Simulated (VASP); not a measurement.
Given:

```
HgTe
1.0
    0.00000     3.25770     3.25770
    3.25770     0.00000     3.25770
    3.25770     3.25770     0.00000
Hg Te
1 1
Direct
  0.98849   0.01151   0.98849
  0.25000   0.25000   0.25000
```

All values below come from PBEsol GGA, VASP's PBE PAW potentials (set 64) (plane waves; VASP). Settings: 480 eV cut-off, 10×10×10 Γ-centred mesh, first-order Methfessel-Paxton smearing of 0.10 eV, potentials Hg Te.

Give the force on each atom (eV/Å).

```csv
atom,Fx,Fy,Fz
Hg1,0.000,0.258,0.000
Te2,0.000,-0.258,0.000
```

Give the stress tensor in GPa (positive for a compressed cell).

```
 0.12   0.00  -0.85
 0.00   0.03   0.00
-0.85   0.00   0.12
```
The pressure is its mean diagonal, 0.09 GPa.

The compound is HgTe in the zinc blende structure. This cell was strained or had an atom moved on purpose.
